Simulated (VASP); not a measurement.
# Rb3Na (Pm-3m) in VASP: further runs, part 2 of 2

VASP 6.6.1.

### Step 3. Relaxation of cell and atoms, LDA

This run uses another cell than the first one, of 77.25 Å³/atom, 1.194 times its volume.

Input file INCAR:

```
  PREC = Accurate
  ENCUT = 600
  EDIFF = 1E-6
  ISMEAR = -1
  SIGMA = 0.1
  LREAL = False
  LASPH = True
  NELM = 100
  ALGO = Normal
  ISIF = 8
  LWAVE = False
  LCHARG = False
  GGA = CA
  IBRION = 2
  NSW = 80
  EDIFFG = -0.005
```

Input file KPOINTS:

```
Automatic mesh
0
Gamma
  4 4 4
```

Input file POSCAR:

```
Rb3Na
1.0
    6.7606000000      0.0000000000      0.0000000000
    0.0000000000      6.7606000000      0.0000000000
    0.0000000000      0.0000000000      6.7606000000
Rb Na
3 1
Direct
    0.0000000000      0.5000000000      0.5000000000
    0.5000000000      0.0000000000      0.5000000000
    0.5000000000      0.5000000000      0.0000000000
    0.0000000000      0.0000000000      0.0000000000
```

Potentials or basis: VASP PAW LDA potentials, release 64 (Rb_sv, Na_pv).

The run is started by

```
$ cat potpaw_LDA.64/Rb_sv/POTCAR potpaw_LDA.64/Na_pv/POTCAR > POTCAR
$ mpirun -np 1 vasp_std > vasp.out
```

OUTCAR:

```text
PREC = Accurate
   ENCUT = 600
   EDIFF = 1E-6
   ISMEAR = -1
   LREAL = False
   LASPH = True
   NELM = 100
   ISIF = 8
   GGA = CA
   IBRION = 2
   NSW = 80
   EDIFFG = -0.005

 ion  position               nearest neighbor table
   1  0.000  0.500  0.500-   2 4.78   3 4.78   3 4.78   2 4.78   2 4.78   3 4.78   3 4.78   2 4.78

   2  0.500  0.000  0.500-   1 4.78   3 4.78   3 4.78   1 4.78   3 4.78   3 4.78   1 4.78   1 4.78

   3  0.500  0.500  0.000-   1 4.78   2 4.78   1 4.78   2 4.78   2 4.78   2 4.78   1 4.78   1 4.78

   4  0.000  0.000  0.000-

  LATTYP: Found a simple cubic cell.
 ALAT       =     6.7606000000

  Lattice vectors:

 A1 = (   6.7606000000,   0.0000000000,   0.0000000000)
 A2 = (   0.0000000000,   6.7606000000,   0.0000000000)
 A3 = (   0.0000000000,   0.0000000000,   6.7606000000)

Analysis of symmetry for initial positions (statically):
=====================================================================
 Subroutine PRICEL returns:
 Original cell was already a primitive cell.

 Routine SETGRP: Setting up the symmetry group for a
 simple cubic supercell.

 Subroutine GETGRP returns: Found 48 space group operations
 (whereof 48 operations were pure point group operations)
 out of a pool of 48 trial point group operations.

The static configuration has the point symmetry O_h .

Analysis of symmetry for dynamics (positions and initial velocities):
=====================================================================
 Subroutine PRICEL returns:
 Original cell was already a primitive cell.

 Routine SETGRP: Setting up the symmetry group for a
 simple cubic supercell.

 Subroutine GETGRP returns: Found 48 space group operations
 (whereof 48 operations were pure point group operations)
 out of a pool of 48 trial point group operations.

The dynamic configuration has the point symmetry O_h .

 Subroutine INISYM returns: Found 48 space group operations
 (whereof 48 operations are pure point group operations),
 and found     1 'primitive' translations

----------------------------------------------------------------------------------------

                                     Primitive cell

  volume of cell :     308.9980

  direct lattice vectors                    reciprocal lattice vectors
     6.760600000  0.000000000  0.000000000     0.147915865  0.000000000  0.000000000
     0.000000000  6.760600000  0.000000000     0.000000000  0.147915865  0.000000000
     0.000000000  0.000000000  6.760600000     0.000000000  0.000000000  0.147915865

  length of vectors
     6.760600000  6.760600000  6.760600000     0.147915865  0.147915865  0.147915865

  position of ions in fractional coordinates (direct lattice)
     0.000000000  0.500000000  0.500000000
     0.500000000  0.000000000  0.500000000
     0.500000000  0.500000000  0.000000000
     0.000000000  0.000000000  0.000000000

  ion indices of the primitive-cell ions
   primitive index   ion index
                 1           1
                 2           2
                 3           3
                 4           4

----------------------------------------------------------------------------------------
[... 30 lines left out ...]
  0.250000  0.250000  0.000000     12.000000
  0.500000  0.250000  0.000000     12.000000
  0.500000  0.500000  0.000000      3.000000
  0.250000  0.250000  0.250000      8.000000
  0.500000  0.250000  0.250000     12.000000
  0.500000  0.500000  0.250000      6.000000
  0.500000  0.500000  0.500000      1.000000
   k-points           NKPTS =     10   k-points in BZ     NKDIM =     10   number of bands    NBANDS=     21
   number of dos      NEDOS =    301   number of ions     NIONS =      4
   total plane-waves  NPLWV = 157464
   dimension x,y,z NGX =    54 NGY =   54 NGZ =   54
   dimension x,y,z NGXF=   108 NGYF=  108 NGZF=  108
   ions per type =               3   1
   NGX,Y,Z   is equivalent  to a cutoff of  13.28, 13.28, 13.28 a.u.
   NGXF,Y,Z  is equivalent  to a cutoff of  26.56, 26.56, 26.56 a.u.
 SYSTEM =  unknown system
   PREC   = accura    normal or accurate (medium, high low for compatibility)
   ISTART =      0    job   : 0-new  1-cont  2-samecut
   ICHARG =      2    charge: 1-file 2-atom 10-const
   ISPIN  =      1    spin polarized calculation?
   LNONCOLLINEAR =      F non collinear calculations
   LSORBIT =      F    spin-orbit coupling
   LASPH  =      T    aspherical Exc in radial PAW
   ENCUT  =  600.0 eV  44.10 Ry    6.64 a.u.  13.50 13.50 13.50*2*pi/ulx,y,z
   NELM   =    100;   NELMIN=  2; NELMDL= -5     # of ELM steps
   EDIFF  = 0.1E-05   stopping-criterion for ELM
   LREAL  =      F    real-space projection
   EDIFFG = -.5E-02   stopping-criterion for IOM
   NSW    =     80    number of steps for IOM
   IBRION =      2    ionic relax: 0-MD 1-quasi-New 2-CG
   NFREE  =      1    steps in history (QN), initial steepest desc. (CG)
   ISIF   =      8    stress and relaxation
   ISYM   =      2    0-nonsym 1-usesym 2-fastsym
   POTIM  = 0.5000    time-step for ionic-motion
   TEBEG  =    0.0;   TEEND  =   0.0 temperature during run
   PSTRESS=    0.0 pullay stress
   NELECT =      34.0000    total number of electrons
   NUPDOWN=      -1.0000    fix difference up-down
   EMIN   =  10.00;   EMAX   =-10.00  energy-range for DOS
   EFERMI =   0.00;   METHOD = LEGACY
   ISMEAR =    -1;   SIGMA  =   0.10  broadening in eV -4-tet -1-fermi 0-gaus
   EFERMI_NEDOS =   21; number of points for ismear=-14 and -15
   IALGO  =     38    algorithm
   IMIX   =      4    mixing-type and parameters
     AMIX     =   0.40;   BMIX     =  1.00
     AMIX_MAG =   1.60;   BMIX_MAG =  1.00
  volume/ion in A,a.u.               =      77.25       521.31
  Fermi-wavevector in a.u.,A,eV,Ry     =   0.784481  1.482455  8.373172  0.615411
  Thomas-Fermi vector in A             =   1.888623
   LORBIT       =      0    0 simple, 1 ext, 2 COOP (PROOUT), +10 PAW based schemes
   GGA     = CA    functional components
   LHFCALC =     F    Hartree Fock is set to
   AEXX    =    0.0000 exact exchange contribution
   IVDW    =     0    specifies the selected vdW correction
   LEPSILON=     F    determine dielectric tensor
   LRPA    =     F    only Hartree local field effects (RPA)
 conjugate gradient relaxation of ions
 non-spin polarized calculation
  energy-cutoff  :      600.00
  volume of cell :      309.00
 maximum number of plane-waves:     10395
   NGX = 27   NGY = 27   NGZ = 27

--------------------------------------- Ionic step        1  -------------------------------------------

 number of electron      33.9999995 magnetization

 Free energy of the ion-electron system (eV)
  ---------------------------------------------------
  ext. energy  EPLUGINS =         0.00000000
  ---------------------------------------------------
  free energy    TOTEN  =        -4.46763221 eV

  energy without entropy =       -4.34180254  energy(sigma->0) =       -4.40471737

------------------------ aborting loop because EDIFF is reached ----------------------------------------

  FORCE on cell =-STRESS in cart. coord.  units (eV):
  Direction    XX          YY          ZZ          XY          YZ          ZX
  --------------------------------------------------------------------------------------
  -------------------------------------------------------------------------------------
  Total       -1.0036956     -1.0036956     -1.0036956     -0.0000000      0.0000000     -0.0000000
  in kB       -5.2042347     -5.2042347     -5.2042347     -0.0000000      0.0000000     -0.0000000
  external PRESSURE =      -5.2042347 kB  Pullay stress =       0.0000000 kB
[... 25 lines left out ...]
--------------------------------------- Ionic step        2  -------------------------------------------

 number of electron      33.9999994 magnetization

 E-fermi :  -0.1127     XC(G=0):  -5.9303

 val. band max:       -0.1553065274   @ k =   0.2500   0.2500   0.0000
 cond. band min:      -0.0697040333   @ k =   0.2500   0.2500   0.2500
 fundamental gap:      0.0856024941
 Fermi energy:        -0.1127173591

 k-point     1 :       0.0000    0.0000    0.0000
  band No.  band energies     occupation
      1     -28.8336      2.00000
      2     -28.8235      2.00000
      3     -28.8235      2.00000
      4     -25.3469      2.00000
      5     -25.3469      2.00000
      6     -25.3469      2.00000
[... 304 lines left out ...]
--------------------------------------- Ionic step        4  -------------------------------------------

 number of electron      33.9999990 magnetization

 Free energy of the ion-electron system (eV)
  ---------------------------------------------------
  ext. energy  EPLUGINS =         0.00000000
  ---------------------------------------------------
  free energy    TOTEN  =        -4.56174344 eV

  energy without entropy =       -4.44203221  energy(sigma->0) =       -4.50188783

 E-fermi :   0.2538     XC(G=0):  -6.3253

 val. band max:        0.2017659867   @ k =   0.2500   0.2500   0.0000
 cond. band min:       0.2875916763   @ k =   0.2500   0.2500   0.2500
 fundamental gap:      0.0858256896
 Fermi energy:         0.2538277319

 k-point     1 :       0.0000    0.0000    0.0000
  band No.  band energies     occupation
      1     -28.4210      2.00000
      2     -28.4015      2.00000
      3     -28.4015      2.00000
      4     -24.8521      2.00000
      5     -24.8521      2.00000
      6     -24.8521      2.00000
[... 260 lines left out ...]
  FREE ENERGIE OF THE ION-ELECTRON SYSTEM (eV)
  ---------------------------------------------------
  free  energy   TOTEN  =        -4.5617434438 eV

  energy  without entropy=       -4.4420322088  energy(sigma->0) =       -4.50188783

 reached required accuracy - stopping structural energy minimisation
```

OSZICAR:

```text
N       E                     dE             d eps       ncg     rms          rms(c)
DAV:   1     0.271177411442E+03    0.27118E+03   -0.15002E+04   476   0.142E+03
DAV:   2     0.278505360575E+02   -0.24333E+03   -0.23831E+03   518   0.290E+02
DAV:   3    -0.329776338822E+01   -0.31148E+02   -0.30750E+02   665   0.962E+01
[... 34 lines left out ...]
DAV:   4    -0.456121544200E+01   -0.24765E-02   -0.28924E-02   585   0.884E-01    0.191E-01
DAV:   5    -0.456174464594E+01   -0.52920E-03   -0.17008E-03   565   0.336E-01    0.952E-02
DAV:   6    -0.456175353371E+01   -0.88878E-05   -0.13884E-04   645   0.961E-02    0.699E-02
DAV:   7    -0.456174386718E+01    0.96665E-05   -0.47780E-05   694   0.533E-02    0.548E-03
DAV:   8    -0.456174344383E+01    0.42336E-06   -0.17503E-06   292   0.143E-02
   4 F= -.45617434E+01 E0= -.45018878E+01  d E =-.941112E-01
```

CONTCAR:

```text
Rb3Na
   1.00000000000000
     6.3636672403394217    0.0000000000000000    0.0000000000000000
     0.0000000000000000    6.3636672403394217    0.0000000000000000
     0.0000000000000000    0.0000000000000000    6.3636672403394217
  Rb              Na
     3     1
Direct
     0.0000000000000000    0.5000000000000000    0.5000000000000000
     0.5000000000000000    0.0000000000000000    0.5000000000000000
     0.5000000000000000    0.5000000000000000    0.0000000000000000
     0.0000000000000000    0.0000000000000000    0.0000000000000000

  0.00000000E+00  0.00000000E+00  0.00000000E+00
  0.00000000E+00  0.00000000E+00  0.00000000E+00
  0.00000000E+00  0.00000000E+00  0.00000000E+00
  0.00000000E+00  0.00000000E+00  0.00000000E+00
```

Run time: 2.1 min. Hardware: 1 thread of AMD EPYC 9R45 (Zen 5), shared host; peak memory 0.32 GiB.

What came out:

```
Free energy                            : -4.5617 eV
Relaxed volume                         : 64.43 Å³/atom
Relaxed cell                           : a = 6.364 Å, b = 6.364 Å, c = 6.364 Å, α = 90.00°, β = 90.00°, γ = 90.00°
Space group after relaxing (to 0.05 Å) : Pm-3m (No. 221)
Energy gained by relaxing              : 23.5 meV/atom
Ionic steps                            : 4
Pressure after relaxing                : 0.0 GPa
Band gap on the k mesh                 : none (metal or under the smearing width)
```

The path:
| step | energy change (eV) | largest force (eV/Å) | pressure (GPa) | volume (Å³) |
| --- | --- | --- | --- | --- |
| 1 | 0.0000 | 0.0000 | -0.52 | 309.00 |
| 2 | -0.0336 | 0.0000 | -0.45 | 297.91 |
| 3 | -0.0903 | 0.0000 | -0.13 | 267.86 |
| 4 | -0.0941 | 0.0000 | 0.01 | 257.70 |

Final structure:
```xyz
4
Lattice="6.3637 0.0000 0.0000 0.0000 6.3637 0.0000 0.0000 0.0000 6.3637" Properties=species:S:1:pos:R:3 pbc="T T T"
Rb    0.0000    3.1818    3.1818
Rb    3.1818    0.0000    3.1818
Rb    3.1818    3.1818    0.0000
Na    0.0000    0.0000    0.0000
```

Caveat: the volume moved by over 15 % at a fixed basis, so the end points are rough.
